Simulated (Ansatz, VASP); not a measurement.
# WC (Qusongite): VASP beside Ansatz

Wanted: the spread between two codes on one cell, functional and k mesh. The cell is taken from a series of runs on this material, whose earlier steps may have relaxed, scaled, displaced or heated it; both programs get it as it stands.

Method: plane waves, with VASP 6.6.1 beside it; zone-centre phonons at LDA, in Ansatz 0.2.0.

## Step 1: The structure

Symmetry: P-6m2, No. 187, hexagonal system. Conventional cell: a = 2.902 Å, b = 2.902 Å, c = 2.728 Å, α = 90.00°, β = 90.00°, γ = 120.00°. Nearest to C lie 6 W at 2.16 Å. W has 6 C at 2.16 Å nearest. Farther neighbours are not listed.

## Step 2: VASP: zone-centre phonons, LDA

Second derivatives magnify differences that forces hide, and they need a tight electronic threshold.

Lines of VASP's logs that name or quote its potential files are left out, and so is its time.

Input file INCAR:

```
SYSTEM = WC
PREC = Accurate
ENCUT = 600
EDIFF = 1E-08
NELM = 120
ISMEAR = 1
SIGMA = 0.2
LREAL = .FALSE.
ALGO = Normal
GGA = CA
NBANDS = 11
LASPH = .TRUE.
LORBIT = 11
LWAVE = .FALSE.
LCHARG = .FALSE.
ISIF = 2
IBRION = 8
GGA_COMPAT = .FALSE.
KPAR = 2
```

Input file POSCAR:

```
WC
1.0
    2.9022743372      0.0000000000      0.0000000000
   -1.4511371686      2.5134433048      0.0000000000
    0.0000000000      0.0000000000      2.7284480562
C W
1 1
Direct
    0.6666666650      0.3333333350      0.5000000000
    0.0000000017      0.9999999983      0.0000000000
```

Input file KPOINTS:

```
Automatic mesh
0
Gamma
18 18 16
0 0 0
```

The projector-augmented-wave data sets are C and W (LDA family, release 64).

Started as:

```
mpirun -np 2 vasp_std
```

Numbers of over 12 decimals in the logs are rounded to 6 here.

Log:

```text
[banner, memory and clock lines left out]
running    2 mpi-ranks, on    1 nodes
 distrk:  each k-point on    1 cores,    2 groups
 distr:  one band on    1 cores,    1 groups

 POSCAR found type information on POSCAR C W
 POSCAR found :  2 types and       2 ions
 LDA part: xc-table for (Slater(with rela. corr.)+CA(PZ))
 , standard interpolation
 POSCAR, INCAR and KPOINTS ok, starting setup
 FFT: planning ... GRIDC
 FFT: planning ... GRID_SOFT
 FFT: planning ... GRID
 WAVECAR not read
 entering main loop
       N       E                     dE             d eps       ncg     rms          rms(c)
DAV:   1     0.237686091976E+02    0.23769E+02   -0.55144E+03  7326   0.927E+02
DAV:   2    -0.260926814122E+02   -0.49861E+02   -0.47685E+02  8659   0.204E+02
DAV:   3    -0.279349992054E+02   -0.18423E+01   -0.18268E+01  9042   0.335E+01
DAV:   4    -0.279445416622E+02   -0.95425E-02   -0.95407E-02  7974   0.282E+00
DAV:   5    -0.279445717148E+02   -0.30053E-04   -0.30054E-04  8850   0.163E-01    0.365E+01
DAV:   6    -0.248818110751E+02    0.30628E+01   -0.13380E+01  8294   0.223E+01    0.117E+01
DAV:   7    -0.248029774102E+02    0.78834E-01   -0.65253E-01  7531   0.671E+00    0.869E+00
DAV:   8    -0.247597652590E+02    0.43212E-01   -0.10175E-01  8006   0.234E+00    0.265E+00
DAV:   9    -0.247515936950E+02    0.81716E-02   -0.19512E-02  8070   0.885E-01    0.101E-01
DAV:  10    -0.247515503553E+02    0.43340E-04   -0.82797E-04  8223   0.257E-01    0.185E-01
DAV:  11    -0.247515361103E+02    0.14245E-04   -0.70559E-05  8672   0.596E-02    0.800E-03
DAV:  12    -0.247515350120E+02    0.10982E-05   -0.40680E-06  8043   0.140E-02    0.121E-02
DAV:  13    -0.247515349896E+02    0.22403E-07   -0.29299E-07  8349   0.517E-03    0.604E-04
DAV:  14    -0.247515349928E+02   -0.31177E-08   -0.29594E-09  4560   0.470E-04
   1 F= -.24751535E+02 E0= -.24751369E+02  d E =-.497821E-03
 Linear response reoptimize wavefunctions to high precision
DAV:   1    -0.247515349935E+02   -0.74033E-09   -0.15392E-09  5889   0.298E-04
DAV:   2    -0.247515349935E+02   -0.14097E-10   -0.95983E-11  3828   0.978E-05
 Linear response DOF=           4
 Linear response progress:
  Degree of freedom:   1/  4
       N       E                     dE             d eps       ncg     rms          rms(c)
RMM:   1    -0.120844842318E+00   -0.12084E+00    0.34276E-02 74339   0.211E+00
RMM:   2    -0.117018407127E+00    0.38264E-02   -0.23686E-03 50590   0.448E-01    0.232E-01
RMM:   3    -0.117213959501E+00   -0.19555E-03   -0.56173E-04 47974   0.160E-01    0.122E-01
RMM:   4    -0.118023326573E+00   -0.80937E-03   -0.39108E-04 48582   0.126E-01    0.278E-02
RMM:   5    -0.117994203410E+00    0.29123E-04   -0.51336E-06 52740   0.192E-02    0.121E-03
RMM:   6    -0.118008601904E+00   -0.14398E-04   -0.72009E-07 53687   0.253E-03    0.498E-04
RMM:   7    -0.118005156599E+00    0.34453E-05    0.62177E-08 55230   0.404E-04    0.738E-05
RMM:   8    -0.118005324011E+00   -0.16741E-06    0.54004E-08 54294   0.841E-05    0.315E-05
RMM:   9    -0.118005219268E+00    0.10474E-06   -0.17021E-08 56566   0.223E-05    0.386E-06
RMM:  10    -0.118005209648E+00    0.96195E-08   -0.27683E-09 52493   0.547E-06    0.176E-06
 first order change of Fermi-energy   0.62032E-05
 force on displaced ion       1 direction 1 : -18.599   0.002   0.000
 Linear response progress:
  Degree of freedom:   2/  4
       N       E                     dE             d eps       ncg     rms          rms(c)
RMM:   1    -0.123873800306E+00   -0.12387E+00    0.28339E-02 26027   0.215E+00
RMM:   2    -0.120042918035E+00    0.38309E-02   -0.25560E-03 17941   0.465E-01    0.196E-01
RMM:   3    -0.120143763295E+00   -0.10085E-03   -0.80247E-04 16893   0.187E-01    0.944E-02
RMM:   4    -0.121082584165E+00   -0.93882E-03   -0.54309E-04 17066   0.144E-01    0.204E-02
RMM:   5    -0.121088792178E+00   -0.62080E-05   -0.10067E-05 18508   0.244E-02    0.253E-03
RMM:   6    -0.121113100582E+00   -0.24308E-04   -0.50863E-07 18440   0.444E-03    0.448E-04
RMM:   7    -0.121112518170E+00    0.58241E-06   -0.82018E-08 19388   0.476E-04    0.157E-04
RMM:   8    -0.121111788314E+00    0.72986E-06   -0.30084E-08 18847   0.788E-05    0.130E-05
RMM:   9    -0.121111784986E+00    0.33280E-08   -0.21504E-09 19762   0.148E-05    0.639E-06
 first order change of Fermi-energy   0.24346E-03
 force on displaced ion       1 direction 3 :   0.000   0.000 -17.826
 Linear response progress:
  Degree of freedom:   3/  4
       N       E                     dE             d eps       ncg     rms          rms(c)
RMM:   1    -0.111764550097E+00   -0.11176E+00   -0.84970E-02 64852   0.189E+00
RMM:   2    -0.108683918404E+00    0.30806E-02   -0.18357E-03 49663   0.336E-01    0.217E-01
RMM:   3    -0.107847715935E+00    0.83620E-03   -0.30073E-04 52062   0.109E-01    0.127E-01
RMM:   4    -0.107508508010E+00    0.33921E-03   -0.45887E-04 52087   0.132E-01    0.187E-02
RMM:   5    -0.107536408070E+00   -0.27900E-04    0.41049E-07 54309   0.146E-02    0.363E-03
RMM:   6    -0.107541719350E+00   -0.53113E-05    0.17349E-07 54670   0.151E-03    0.115E-03
RMM:   7    -0.107542667806E+00   -0.94846E-06    0.14916E-07 55816   0.666E-04    0.152E-04
RMM:   8    -0.107541961958E+00    0.70585E-06    0.92772E-08 55278   0.151E-04    0.137E-05
RMM:   9    -0.107541955697E+00    0.62612E-08    0.24545E-08 57614   0.303E-05    0.483E-06
 first order change of Fermi-energy  -0.53475E-04
 force on displaced ion       2 direction 1 : -18.595   0.002   0.000
 Linear response progress:
  Degree of freedom:   4/  4
       N       E                     dE             d eps       ncg     rms          rms(c)
RMM:   1    -0.115247511237E+00   -0.11525E+00   -0.89293E-02 23600   0.196E+00
RMM:   2    -0.111978570833E+00    0.32689E-02   -0.20456E-03 17552   0.370E-01    0.172E-01
RMM:   3    -0.111321313718E+00    0.65726E-03   -0.22304E-04 18330   0.103E-01    0.952E-02
RMM:   4    -0.111208174708E+00    0.11314E-03   -0.37508E-04 18091   0.129E-01    0.141E-02
RMM:   5    -0.111233702787E+00   -0.25528E-04   -0.25165E-06 19151   0.119E-02    0.365E-03
RMM:   6    -0.111244558882E+00   -0.10856E-04   -0.68019E-08 19091   0.147E-03    0.110E-03
RMM:   7    -0.111246875126E+00   -0.23162E-05   -0.45701E-08 19334   0.649E-04    0.177E-04
RMM:   8    -0.111246767265E+00    0.10786E-06    0.75179E-08 19413   0.110E-04    0.686E-05
RMM:   9    -0.111246402082E+00    0.36518E-06   -0.55621E-09 19967   0.420E-05    0.421E-06
RMM:  10    -0.111246395207E+00    0.68745E-08   -0.44229E-09 19699   0.805E-06    0.188E-06
 first order change of Fermi-energy  -0.41070E-03
 force on displaced ion       2 direction 3 :   0.000  -0.000 -17.821
 Linear response finished
```

OUTCAR, selected parts (step 2):

```text
ion  position               nearest neighbor table
   1  0.667  0.333  0.500-   2 2.16   2 2.16   2 2.16   2 2.16   2 2.16   2 2.16
   2  0.000  1.000  0.000-   1 2.16   1 2.16   1 2.16   1 2.16   1 2.16   1 2.16

  LATTYP: Found a hexagonal cell.
 ALAT       =     2.9022743372
 C/A-ratio  =     0.9401068745

 Subroutine GETGRP returns: Found 12 space group operations
 (whereof 12 operations were pure point group operations)

The static configuration has the point symmetry D_3h.

 Found    333 irreducible k-points:

   k-points           NKPTS =    333   k-points in BZ     NKDIM =    333   number of bands    NBANDS=     11

   dimension x,y,z NGX =    24 NGY =   24 NGZ =   24
   dimension x,y,z NGXF=    48 NGYF=   48 NGZF=   48

   ENCUT  =  600.0 eV  44.10 Ry    6.64 a.u.   5.80  5.80  5.45*2*pi/ulx,y,z

   NELECT =      10.0000    total number of electrons

 k-points in reciprocal lattice and weights: Automatic mesh
   0.00000000  0.00000000  0.00000000       0.000
   0.05555556  0.00000000  0.00000000       0.001
   0.11111111  0.00000000  0.00000000       0.001
   0.16666667  0.00000000  0.00000000       0.001
   0.22222222  0.00000000  0.00000000       0.001
   0.27777778  0.00000000  0.00000000       0.001
   0.33333333  0.00000000  0.00000000       0.001
   0.38888889  0.00000000  0.00000000       0.001
   0.44444444  0.00000000  0.00000000       0.001
[...]
0.33333333  0.27777778  0.50000000       0.002
   0.33333333  0.33333333  0.50000000       0.000

 average (electrostatic) potential at core
       1 -49.6890       2 -36.9023

  Total        0.1242108      0.1242108      3.8439958      0.0000000      0.0000000      0.0000000
  in kB        9.9987703      9.9987703    309.4355711      0.0000000      0.0000000      0.0000000
  external PRESSURE =     109.8110373 kB  Pullay stress =       0.0000000 kB

  energy-cutoff  :      600.00
  volume of cell :       19.90
      direct lattice vectors                 reciprocal lattice vectors
     2.902274337  0.000000000  0.000000000     0.344557366  0.198930288  0.000000000
    -1.451137169  2.513443305  0.000000000     0.000000000  0.397860576  0.000000000
     0.000000000  0.000000000  2.728448056     0.000000000  0.000000000  0.366508718

 POSITION                                       TOTAL-FORCE (eV/Angst)
 -----------------------------------------------------------------------------------
      1.45114      0.83781      1.36422         0.000000      0.000000      0.000000
     -1.45114      2.51344      0.00000        -0.000000      0.000000      0.000000
 -----------------------------------------------------------------------------------
    total drift:                                0.000002     -0.000001      0.000000

 Eigenvectors and eigenvalues of the dynamical matrix
 ----------------------------------------------------

   1 f  =   20.079064 THz   126.160483 2PiTHz  669.765498 cm-1    83.040301 meV
             X         Y         Z           dx          dy          dz
      1.451137  0.837814  1.364224    -0.000000    0.968860    0.000000
     -1.451137  2.513443  0.000000    -0.000000   -0.247610    0.000000

   2 f  =   20.079064 THz   126.160483 2PiTHz  669.765498 cm-1    83.040301 meV
             X         Y         Z           dx          dy          dz
      1.451137  0.837814  1.364224     0.968860   -0.000000    0.000000
     -1.451137  2.513443  0.000000    -0.247610    0.000000    0.000000

   3 f  =   19.657566 THz   123.512127 2PiTHz  655.705807 cm-1    81.297122 meV
             X         Y         Z           dx          dy          dz
      1.451137  0.837814  1.364224    -0.000000    0.000000    0.968861
     -1.451137  2.513443  0.000000     0.000000    0.000000   -0.247604

   4 f/i=    0.000560 THz     0.003520 2PiTHz    0.018685 cm-1     0.002317 meV
             X         Y         Z           dx          dy          dz
      1.451137  0.837814  1.364224    -0.000000    0.247610    0.000000
     -1.451137  2.513443  0.000000    -0.000000    0.968860    0.000000

   5 f/i=    0.000560 THz     0.003520 2PiTHz    0.018685 cm-1     0.002317 meV
             X         Y         Z           dx          dy          dz
      1.451137  0.837814  1.364224    -0.247610   -0.000000    0.000000
     -1.451137  2.513443  0.000000    -0.968860    0.000000    0.000000

   6 f/i=    0.000670 THz     0.004211 2PiTHz    0.022357 cm-1     0.002772 meV
             X         Y         Z           dx          dy          dz
      1.451137  0.837814  1.364224     0.000000    0.000000   -0.247604
     -1.451137  2.513443  0.000000    -0.000000    0.000000   -0.968861

 ELASTIC MODULI CONTR FROM IONIC RELAXATION (kBar)
 Direction    XX          YY          ZZ          XY          YZ          ZX
 --------------------------------------------------------------------------------
 XX        -218.4781    218.4781      0.0000      0.0000      0.0000      0.0000
 YY         218.4781   -218.4781      0.0000     -0.0000      0.0000      0.0000
 ZZ           0.0000      0.0000      0.0000      0.0000      0.0000      0.0000
 XY           0.0000     -0.0000      0.0000   -218.4781      0.0000      0.0000
 YZ           0.0000      0.0000      0.0000      0.0000      0.0000      0.0000
 ZX           0.0000      0.0000      0.0000      0.0000      0.0000      0.0000
 --------------------------------------------------------------------------------
```

The data set W keeps the semicore shell frozen, which is cheaper and a little less accurate.

(Continued in part 2 of 2.)

[Lines on the potential files, build, host, timing and source positions are cut from VASP's logs without a mark.]

[Logs are printed without paths, hosts, clocks, repeated set-up lines and the standing remarks that a program may print on its own settings, such as how far it seeks lower states.]

[Hosts, paths, dates, database ids (printed as entryN), source tags and the programs' standing remarks are cut or masked in the printed files.]
